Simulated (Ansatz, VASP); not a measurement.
# Cross-check of Ni (Nickel) between VASP and Ansatz

Aim: how closely do two programs agree when they are given the same cell, functional and k mesh? The cell is taken from a series of runs on this material, whose earlier steps may have relaxed, scaled, displaced or heated it; both programs get it as it stands.

Program: Ansatz 0.2.0. Level of theory: plane waves, with VASP 6.6.1 beside it; single point at PBE. Results are calculated unless marked as measured.

### 1. Set-up

It takes space group Fm-3m (No. 225, cubic). Conventional cell: a = 3.593 Å, b = 3.593 Å, c = 3.593 Å, α = 90.00°, β = 90.00°, γ = 90.00°. Ni has 12 Ni at 2.54 Å nearest.

### 2. Ansatz: single point, PBE, pair 1

Ansatz runs on its PAW soft_1 files.

With cell and atoms fixed, the geometry can't cause a difference; cores, projectors, grids and the points listed under the comparison can.

input.yaml reads:

```yaml
crystal:
  lattice:
    - [0.0, 1.79649152, 1.79649152]
    - [1.79649152, 0.0, 1.79649152]
    - [1.79649152, 1.79649152, 0.0]
  atoms:
    - { symbol: Ni, position: [0.0, 0.0, 0.0], spin: 0.3 }
magnetization:
  spin_polarized: true
kpoints:
  mp_grid: { grid: [20, 20, 20] }
hamiltonian:
  xc: pbe
  pseudopotentials: { kind: paw, azcp: { folder: soft_1 } }
scf:
  occupations: { method: fermi_dirac, width: 0.05 }
  max_iter: 120
  convergence: { dr2_threshold: 1.0e-08 }
  lower_state_search: "off"
basis:
  ecutwfc: 420.0
output:
  stress: true
```

Run with:

```console
$ ansatz run input.yaml --threads 1 --pin off --max-ram 2560MiB --backend cpu --events-out ev --progress --plain --runs-dir out
```

Numbers of over 12 decimals in the logs are rounded to 6 here.

Output:

```text
Warning: output.stress: scf.convergence.dr2_threshold = 1e-8 eV is looser than the 1e-10 eV advised for a printed stress (1e-10 eV for each atom of the cell: 1). What an SCF threshold leaves in a stress goes as its square root, and in the free energy as the threshold itself, and one threshold admits the most on a small cell: [figures from the program's tests cut] Set scf.convergence.dr2_threshold to 1e-10 eV or tighter. The threshold is an SCF's pass mark: one that does not reach it within its budget of iterations ends unconverged, or closes short of it on a stop that the run arms, and scf.convergence.dr2_threshold's page says what that costs each kind of run
Engine: ansatz 0.2.0, aarch64-unknown-linux-gnu
Pseudopotentials: kind: paw
Pseudopotential: Ni, paw, valence charge 18, recommended cutoff 420 eV (normal), soft_1/Ni.paw.azcp
Functional definition: PBE
  parameter kappa = 0.804
  parameter beta = 0.066725
  exchange = pbe_x(kappa = kappa, mu = beta*pi^2/3)
  correlation = pbe_c(beta = beta)
Crystal: 1 atoms, lattice volume = 11.596 Å³
Basis set: ecut = 420 eV, 259 PW (Γ)
Bands: 14, of which v1, the nominal top of the filled ones, is band 9 counted from 1 (8 counted from 0)
Symmetry: 48 space group operations
Space group: Fm-3m (ITA 225), of the structure as read, at distance tolerance 2.3e-5 Å
Magnetic group: BNS 225.116 (UNI 1618), of the structure as read, at distance tolerance 2.3e-5 Å
k-points: 256 of 8000
Non-local potential: Ni, projectors of the file, l = 0: 3, l = 1: 2, l = 2: 3, l = 3: 1
PAW form: soft (Blöchl's): semilocal exchange-correlation on the pseudo side does not see the compensation charge
PAW one-centre angular grid: Ni, 590 points (default); XC on 64 Gauss nodes
Initial density: superposition of atomic densities (chi_scale 0.1, normalization cell)
Starting moments: Σ|m| = 0.3 μB on 1 of 1 site
Initial wavefunctions: pseudopotential atomic-orbital guess
Functional: x = pbe(κ = 0.804, μ = 0.219515), c = pbe(β = 0.066725)
iter 1 solved again at ethr=5.16e-4 eV; its pass at ethr=3.10e-3 eV (dr2=9.29e-2 eV) is discarded
SCF iter   1: F=—  HF=-5839.708441 eV  |F-HF|=—  |Δ(HF+E_count)|=         —  Δρ=4.69e-2 (↑4.69e-2 ↓1.60e-2)  dr2=9.28e-2  dr2_m=9.31e-2  M=0.433 μB ∫|m|=0.446 μB  β_m=1.00  ethr=5.16e-4  ⟨swp⟩=1.0  Hψ=43403  notcnv=0
preconditioner: auto → none  [metal: Δε(μ)=0.003 eV  Ē_g=16.045 eV  σ=0.050 eV  W_gap=0.01  n_scr=0 (ndim 8)  ℏωp=34.5 eV  f_vac=0.000  D(μ)=2.73/eV (n_scr^D=58)]
SCF iter   2: F=—  HF=-5839.676079 eV  |F-HF|=—  |Δ(HF+E_count)|=   3.24e-2  Δρ=2.75e-2 (↑7.14e-3 ↓2.75e-2)  dr2=2.83e-2  dr2_m=2.64e-2  M=0.515 μB ∫|m|=0.546 μB  β_m=1.00  ethr=5.15e-4  ⟨swp⟩=2.5  Hψ=13602  notcnv=0
SCF iter   3: F=—  HF=-5839.669914 eV  |F-HF|=—  |Δ(HF+E_count)|=   6.16e-3  Δρ=1.02e-2 (↑8.41e-3 ↓1.02e-2)  dr2=1.30e-3  dr2_m=7.25e-3  M=0.556 μB ∫|m|=0.598 μB  β_m=1.00  ethr=1.57e-4  ⟨swp⟩=2.2  Hψ=12560  notcnv=0  defer=23
SCF iter   4: F=—  HF=-5839.674053 eV  |F-HF|=—  |Δ(HF+E_count)|=   4.14e-3  Δρ=7.48e-3 (↑7.48e-3 ↓4.36e-3)  dr2=6.12e-4  dr2_m=3.70e-3  M=0.584 μB ∫|m|=0.636 μB  β_m=1.00  ethr=7.19e-6  ⟨swp⟩=2.0  Hψ=14302  notcnv=0  defer=26
SCF iter   5: F=—  HF=-5839.683736 eV  |F-HF|=—  |Δ(HF+E_count)|=   9.68e-3  Δρ=4.49e-3 (↑4.49e-3 ↓3.77e-3)  dr2=3.44e-5  dr2_m=1.80e-3  M=0.602 μB ∫|m|=0.662 μB  β_m=1.00  ethr=3.40e-6  ⟨swp⟩=1.6  Hψ=8863  notcnv=0  defer=26
SCF iter   6: F=—  HF=-5839.691347 eV  |F-HF|=—  |Δ(HF+E_count)|=   7.61e-3  Δρ=3.01e-3 (↑3.01e-3 ↓2.66e-3)  dr2=1.59e-5  dr2_m=8.38e-4  M=0.613 μB ∫|m|=0.680 μB  β_m=0.30  ethr=1.91e-7  ⟨swp⟩=2.0  Hψ=12048  notcnv=0  defer=26
Mixer restart at iter 6: flushing history
spin-set hold released at iteration 6 (site moments contracting): the magnetisation degrees of freedom join the quasi-Newton model from the next iteration; the mixer history was flushed
SCF iter   7: F=—  HF=-5839.698320 eV  |F-HF|=—  |Δ(HF+E_count)|=   6.97e-3  Δρ=4.00e-3 (↑4.00e-3 ↓3.81e-3)  dr2=1.16e-5  dr2_m=1.61e-3  M=0.620 μB ∫|m|=0.693 μB  β_m=0.52  ethr=8.83e-8  ⟨swp⟩=2.0  Hψ=12238  notcnv=0  defer=26
SCF iter   8: F=—  HF=-5839.706872 eV  |F-HF|=—  |Δ(HF+E_count)|=   8.55e-3  Δρ=3.37e-3 (↑3.10e-3 ↓3.37e-3)  dr2=7.41e-6  dr2_m=1.11e-3  M=0.642 μB ∫|m|=0.733 μB  β_m=0.80  ethr=6.42e-8  ⟨swp⟩=3.2  Hψ=15837  notcnv=0  defer=35
SCF iter   9: F=—  HF=-5839.707186 eV  |F-HF|=—  |Δ(HF+E_count)|=   3.14e-4  Δρ=8.09e-4 (↑8.09e-4 ↓5.01e-4)  dr2=1.06e-4  dr2_m=2.82e-6  M=0.648 μB ∫|m|=0.747 μB  β_m=0.53  ethr=4.12e-8  ⟨swp⟩=2.4  Hψ=12676  notcnv=0  defer=35
SCF iter  10: F=—  HF=-5839.707200 eV  |F-HF|=—  |Δ(HF+E_count)|=   1.48e-5  Δρ=1.15e-3 (↑5.35e-4 ↓1.15e-3)  dr2=1.75e-4  dr2_m=1.03e-5  M=0.649 μB ∫|m|=0.748 μB  β_m=0.37  ethr=4.12e-8  ⟨swp⟩=2.1  Hψ=12402  notcnv=0  defer=35
SCF iter  11: F=—  HF=-5839.707167 eV  |F-HF|=—  |Δ(HF+E_count)|=   3.36e-5  Δρ=3.55e-5 (↑3.55e-5 ↓3.25e-5)  dr2=1.77e-8  dr2_m=1.16e-7  M=0.649 μB ∫|m|=0.748 μB  β_m=0.69  ethr=4.12e-8  ⟨swp⟩=2.0  Hψ=12262  notcnv=0  defer=35
iter 12 did not close the SCF: its close was put off for a magnetic moment that had not settled (scf_convergence_deferred on its scf_iter line)
SCF iter  12: F=-5839.707167 eV  HF=-5839.707167 eV  |F-HF|=1.18e-8  |Δ(HF+E_count)|=   2.57e-7  Δρ=1.14e-5 (↑1.14e-5 ↓8.67e-6)  dr2=4.96e-9  dr2_m=8.77e-9  M=0.649 μB ∫|m|=0.748 μB  β_m=0.84  ethr=5.56e-11  ⟨swp⟩=4.2  Hψ=23608  notcnv=0
iter 13 met the thresholds in force, and the SCF goes on: an eigenvalue changes by 0.30 meV, over its tolerance of 0.16 meV (output.eigenvalues, Limitations)
SCF iter  13: F=-5839.707167 eV  HF=-5839.707167 eV  |F-HF|=2.55e-9  |Δ(HF+E_count)|=   2.38e-8  Δρ=4.96e-6 (↑1.92e-6 ↓4.96e-6)  dr2=2.72e-9  dr2_m=3.11e-10  M=0.649 μB ∫|m|=0.748 μB  β_m=0.89  ethr=2.75e-11  ⟨swp⟩=2.2  Hψ=24884  notcnv=0
SCF iter  14: F=-5839.707167 eV  HF=-5839.707167 eV  |F-HF|=1.82e-12  |Δ(HF+E_count)|=  1.61e-10  Δρ=3.78e-7 (↑9.46e-8 ↓3.78e-7)  dr2=6.77e-12  dr2_m=4.47e-12  M=0.649 μB ∫|m|=0.748 μB  ethr=1.51e-11  ⟨swp⟩=2.1  Hψ=22110  notcnv=0
SCF 1 converged in 14 iterations: F = -5839.707167 eV  dr2 = 6.77e-12
  greatest PAW one-centre occupation: 1.001 electrons in one spin orbital (limit 2), on the Ni atom at site 0 (counted from 0), in its partial waves of l = 1
SCF converged after 14 iterations
an eigenvalue changed by more than its tolerance at an iteration that met the thresholds in force, so the SCF went on 1 time: the last check found none over its tolerance
Magnetization: 0.6486 μB (9.3243 up, 8.6757 down)
Absolute magnetization: 0.7494 μB (∫|ρ↑−ρ↓|, with the PAW one-centre terms)
Spin contamination: 0.0083 ħ² per cell (⟨S²⟩ above its minimum at these occupations)
Per-site moments (μB) at R_I (Å): [(0.690551, 1.048007)]
Free energy (F): -5839.707167 eV
Harris-Foulkes:  -5839.707167 eV  (|F-HF|=1.82e-12)
Internal energy: -5839.692230 eV  (E = F + TS)
E sigma→0 (E₀):  -5839.699698 eV
Entropy (-TS):   -0.014938 eV (-14.938 meV/atom)
Fermi energy:    16.565245 eV
--- Per-component energies (eV) ---
  E_band       = -311.134483
  E_kinetic    = 337.824800
  E_local      = -2841.106059  (includes V_loc(G=0)·N_el)
  E_nonlocal   = -117.364887
  E_hartree    = 1526.250054
  E_xc         = -112.252346
  E_vxc        = -144.785727  (∫ρ·V_xc dr)
  E_paw        = -1656.325050  (= ΣΔE_a)
  E_vpaw       = -598.203742  (= ΣTr[D̂ρ^β])
  E_aug_tail   = 0.000828  (compensation charges beyond the density's cutoff)
  E_ewald      = -2976.719569
  E_smearing   = -0.014938  (= −TS)
  E_closure    = 0.000000  (closes the sum)
  Σ components = -5839.707167   (vs F -5839.707167, Δ=0.00e0)
--- Stress (GPa, compression-positive) ---
      -10.631126      -0.000000      -0.000000
       -0.000000     -10.631126       0.000000
       -0.000000      -0.000000     -10.631126
  P = ⅓ Tr σ = -10.6311 GPa (-106.311 kbar)
```

The column dr2 measures how far the density is from self-consistency, as an energy; F and HF (Harris–Foulkes) agree once it is small.

The run ends at a pressure of -10.63 GPa.

### 3. VASP: single point, PBE, pair 1

The same cell, functional, mesh and smearing now go to VASP, with its own data sets.

Lines of VASP's logs that name or quote its potential files are left out, and so is its time.

INCAR reads:

```
SYSTEM = Ni
PREC = Accurate
ENCUT = 600
EDIFF = 1E-06
NELM = 200
ISMEAR = -1
SIGMA = 0.05
LREAL = .FALSE.
ALGO = Normal
GGA = PE
NBANDS = 12
ISPIN = 2
MAGMOM = 0.69
LASPH = .TRUE.
LMAXMIX = 4
LORBIT = 11
LWAVE = .FALSE.
LCHARG = .FALSE.
ISIF = 2
GGA_COMPAT = .FALSE.
```

POSCAR reads:

```
Ni
1.0
    0.0000000000      1.7964915200      1.7964915200
    1.7964915200      0.0000000000      1.7964915200
    1.7964915200      1.7964915200      0.0000000000
Ni
1
Direct
    0.0000000000      0.0000000000      0.0000000000
```

KPOINTS reads:

```
Automatic mesh
0
Gamma
20 20 20
0 0 0
```

Potentials, in the order of the species: Ni (PBE family, release 64).

Run with:

```console
$ mpirun -np 1 vasp_std
```

Output:

```text
[banner, memory and clock lines left out]
running    1 mpi-ranks, on    1 nodes
 distrk:  each k-point on    1 cores,    1 groups
 distr:  one band on    1 cores,    1 groups

 POSCAR found type information on POSCAR Ni
 POSCAR found :  1 types and       1 ions
 LDA part: xc-table for (Slater+PW92), standard interpolation
 POSCAR, INCAR and KPOINTS ok, starting setup
 FFT: planning ... GRIDC
 FFT: planning ... GRID_SOFT
 FFT: planning ... GRID
 WAVECAR not read
 entering main loop
       N       E                     dE             d eps       ncg     rms          rms(c)
DAV:   1     0.342675025037E+02    0.34268E+02   -0.50082E+03 12640   0.117E+03
DAV:   2    -0.513728696214E+01   -0.39405E+02   -0.37045E+02 12880   0.183E+02
DAV:   3    -0.646220650476E+01   -0.13249E+01   -0.13064E+01 14204   0.365E+01
DAV:   4    -0.647305313682E+01   -0.10847E-01   -0.10841E-01 14072   0.301E+00
DAV:   5    -0.647326950245E+01   -0.21637E-03   -0.21636E-03 14664   0.412E-01    0.943E+00
DAV:   6    -0.587355934984E+01    0.59971E+00   -0.16182E+01 15560   0.520E+01    0.658E+00
DAV:   7    -0.546889961519E+01    0.40466E+00   -0.30844E+00 15356   0.210E+01    0.175E+00
DAV:   8    -0.545593799906E+01    0.12962E-01   -0.17678E-02 16440   0.117E+00    0.903E-01
DAV:   9    -0.545333607609E+01    0.26019E-02   -0.22692E-03 18528   0.385E-01    0.246E-01
DAV:  10    -0.545281913113E+01    0.51694E-03   -0.66500E-04 18356   0.177E-01    0.332E-02
DAV:  11    -0.545281019837E+01    0.89328E-05   -0.62309E-05 15472   0.708E-02    0.343E-02
DAV:  12    -0.545281102446E+01   -0.82610E-06   -0.11675E-06  9816   0.106E-02
   1 F= -.54528110E+01 E0= -.54452021E+01  d E =-.152178E-01  mag=     0.6377
```

OUTCAR, selected parts (step 3):

```text
ion  position               nearest neighbor table
   1  0.000  0.000  0.000-

  LATTYP: Found a face centered cubic cell.
 ALAT       =     3.5929830400

 Subroutine GETGRP returns: Found 48 space group operations
 (whereof 48 operations were pure point group operations)

The static configuration has the point symmetry O_h .

 Found    256 irreducible k-points:

   k-points           NKPTS =    256   k-points in BZ     NKDIM =    256   number of bands    NBANDS=     12

   dimension x,y,z NGX =    20 NGY =   20 NGZ =   20
   dimension x,y,z NGXF=    40 NGYF=   40 NGZF=   40

   ENCUT  =  600.0 eV  44.10 Ry    6.64 a.u.   5.07  5.07  5.07*2*pi/ulx,y,z

   NELECT =      10.0000    total number of electrons

 k-points in reciprocal lattice and weights: Automatic mesh
   0.00000000  0.00000000  0.00000000       0.000
   0.05000000  0.00000000  0.00000000       0.001
   0.10000000  0.00000000  0.00000000       0.001
   0.15000000  0.00000000  0.00000000       0.001
   0.20000000  0.00000000  0.00000000       0.001
   0.25000000  0.00000000  0.00000000       0.001
   0.30000000  0.00000000  0.00000000       0.001
   0.35000000  0.00000000  0.00000000       0.001
   0.40000000  0.00000000  0.00000000       0.001
[...]
-0.30000000  0.50000000  0.20000000       0.002
  -0.25000000  0.50000000  0.25000000       0.001

 average (electrostatic) potential at core
       1 -82.7831

 E-fermi :   8.5053

 spin component 1
 k-point     1 :       0.0000    0.0000    0.0000
  band No.  band energies     occupation
    ...
      2       6.2163      1.00000
      3       6.2163      1.00000
      4       6.2163      1.00000
      5       7.2969      1.00000
      6       7.2969      1.00000
      7      31.6863      0.00000
      8      35.0513      0.00000
      9      35.0513      0.00000
     10      35.0513      0.00000
     11      37.8080      0.00000
    ...

 k-point     2 :       0.0500    0.0000    0.0000
  band No.  band energies     occupation
    ...
      2       6.1936      1.00000
      3       6.2363      1.00000
      4       6.2363      1.00000
      5       7.2884      1.00000
      6       7.2884      1.00000
      7      31.3483      0.00000
      8      33.7468      0.00000
      9      34.7920      0.00000
     10      34.7920      0.00000
     11      38.1847      0.00000
    ...

 k-point     3 :       0.1000    0.0000    0.0000
  band No.  band energies     occupation
    ...
      2       6.1309      1.00000
      3       6.2907      1.00000
      4       6.2907      1.00000
      5       7.2686      1.00000
      6       7.2686      1.00000
      7      29.7295      0.00000
      8      32.7369      0.00000
      9      34.2625      0.00000
     10      34.2625      0.00000
     11      39.0182      0.00000
    ...

 k-point     4 :       0.1500    0.0000    0.0000
  band No.  band energies     occupation
    ...
      2       6.0445      1.00000
      3       6.3609      1.00000
      4       6.3609      1.00000
      5       7.2548      1.00000
      6       7.2548      1.00000
      7      27.2900      0.00000
      8      32.4059      0.00000
      9      33.7156      0.00000
     10      33.7156      0.00000
     11      39.1073      0.00000
    ...

 k-point     5 :       0.2000    0.0000    0.0000
  band No.  band energies     occupation
    ...
      2       5.9629      1.00000
      3       6.4159      1.00000
      4       6.4159      1.00000
      5       7.2756      1.00000
      6       7.2756      1.00000
      7      24.7559      0.00000
      8      32.1010      0.00000
      9      33.2345      0.00000
     10      33.2345      0.00000
     11      39.1475      0.00000
    ...

 k-point     6 :       0.2500    0.0000    0.0000
  band No.  band energies     occupation
    ...
      2       5.9335      1.00000
      3       6.4279      1.00000
      4       6.4279      1.00000
      5       7.3541      1.00000
      6       7.3541      1.00000
      7      22.2892      0.00000
      8      31.7086      0.00000
      9      32.8409      0.00000
     10      32.8409      0.00000
     11      38.3780      0.00000
    ...

  Total       -0.7703237     -0.7703237     -0.7703237      0.0000000      0.0000000     -0.0000000
  in kB     -106.4335018   -106.4335018   -106.4335018      0.0000000      0.0000000     -0.0000000
  external PRESSURE =    -106.4335018 kB  Pullay stress =       0.0000000 kB

  energy-cutoff  :      600.00
  volume of cell :       11.60
      direct lattice vectors                 reciprocal lattice vectors
     0.000000000  1.796491520  1.796491520    -0.278320267  0.278320267  0.278320267
     1.796491520  0.000000000  1.796491520     0.278320267 -0.278320267  0.278320267
     1.796491520  1.796491520  0.000000000     0.278320267  0.278320267 -0.278320267

 POSITION                                       TOTAL-FORCE (eV/Angst)
 -----------------------------------------------------------------------------------
      0.00000      0.00000      0.00000        -0.000000     -0.000000     -0.000000
 -----------------------------------------------------------------------------------
    total drift:                                0.000000      0.000000      0.000000

  FREE ENERGIE OF THE ION-ELECTRON SYSTEM (eV)
  ---------------------------------------------------
  free  energy   TOTEN  =        -5.4528110245 eV

  energy  without entropy=       -5.4375932425  energy(sigma->0) =       -5.44520213

 total charge
# of ion       s       p       d       tot
------------------------------------------
    1        0.472   0.444   8.288   9.204

 magnetization (x)
# of ion       s       p       d       tot
------------------------------------------
    1       -0.007  -0.025   0.687   0.656

[... 6 further parts left out ...]
```

The cell holds one magnetic atom, so no antiferromagnetic order fits into it.

### 4. Differences

Known differences besides the potentials themselves: VASP starts from the moments at which Ansatz ended; the data sets hold 18 valence electrons in Ansatz (on its PAW soft_1 files) and 10 in VASP; the cutoff is 420 eV in Ansatz and 600 eV in VASP; site moments are counted in spheres of each program's own size. Total energies have different zeros and are not compared.

Compared:

| quantity | Ansatz | VASP | difference |
| --- | --- | --- | --- |
| pressure (GPa) | -10.63 | -10.64 | +0.01 |
| total moment (μB) | 0.65 | 0.64 | +0.01 |
| moment on Ni1 (μB) | 0.69 | 0.66 | +0.03 |

### 5. Ansatz: single point, PBE, pair 2

With cell and atoms fixed, the geometry can't cause a difference; cores, projectors, grids and the points listed under the comparison can. The cell compared in this pair holds 12.25 Å³, against 11.60 Å³ for the pair before.

The cell is taken from a series of runs on this material, whose earlier steps may have relaxed, scaled, displaced or heated it; both programs get it as it stands.

input.yaml, the sections that differ from step 2:

```yaml
crystal:
  lattice:
    - [0.0, 1.82976742, 1.82976742]
    - [1.82976742, 0.0, 1.82976742]
    - [1.82976742, 1.82976742, 0.0]
  atoms:
    - { symbol: Ni, position: [0.0, 0.0, 0.0], spin: 1.0 }
# magnetization, kpoints, hamiltonian, scf, basis, output: as in step 2
```

Run with:

```console
$ ansatz run input.yaml --threads 1 --pin off --max-ram 2560MiB --backend cpu --events-out ev --progress --plain --runs-dir out
```

Output:

```text
[...]
Crystal: 1 atoms, lattice volume = 12.252 Å³
Basis set: ecut = 420 eV, 259 PW (Γ)
Bands: 14, of which v1, the nominal top of the filled ones, is band 9 counted from 1 (8 counted from 0)
Symmetry: 48 space group operations
[...]
k-points: 256 of 8000
[...]
Internal energy: -5839.632647 eV  (E = F + TS)
E sigma→0 (E₀):  -5839.640696 eV
Entropy (-TS):   -0.016098 eV (-16.098 meV/atom)
Fermi energy:    15.435709 eV
[...]
--- Stress (GPa, compression-positive) ---
      -17.469258      -0.000000       0.000000
       -0.000000     -17.469258       0.000000
       -0.000000       0.000000     -17.469258
  P = ⅓ Tr σ = -17.4693 GPa (-174.693 kbar)
[key lines of the parts left out:]
SCF converged after 14 iterations
Magnetization: 0.6629 μB (9.3315 up, 8.6685 down)
Free energy (F): -5839.648745 eV
```

The run ends at a pressure of -17.47 GPa.

(Part 1 of 2 ends here.)

[Lines on the potential files, build, host, timing and source positions are cut from VASP's logs without a mark.]

[Logs are printed without paths, hosts, clocks, repeated set-up lines and the standing remarks that a program may print on its own settings, such as how far it seeks lower states.]

[Hosts, paths, dates, database ids (printed as entryN), source tags and the programs' standing remarks are cut or masked in the printed files.]
